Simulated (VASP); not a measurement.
```
RbCl
1.0
    0.00000     3.38051     3.38051
    3.38051     0.00000     3.38051
    3.38051     3.38051     0.00000
Rb Cl
1 1
Direct
  0.00000   0.00000   0.00000
  0.50000   0.50000   0.50000
```

The numbers are results of PBE GGA with D4 dispersion, VASP's PBE PAW potentials (set 64) (plane waves; VASP), not measurements. Settings: 520 eV cut-off, 7×7×7 Γ-centred mesh, Gaussian smearing of 0.050 eV, potentials Rb_sv Cl.

Question: What does the run give for the energy per atom (σ→0), band gap (on the k-mesh) with the smallest direct gap where there is one?

Answer: 
```
Property                                      Value
-----------------------------------  --------------
band gap (on the k-mesh)                    4.75 eV
smallest direct gap (on the k-mesh)         4.75 eV
energy per atom (σ→0)                -3.434 eV/atom
```

The compound is RbCl in the rock salt structure. This cell is one point of a volume scan, at 1.06 of the reference volume.
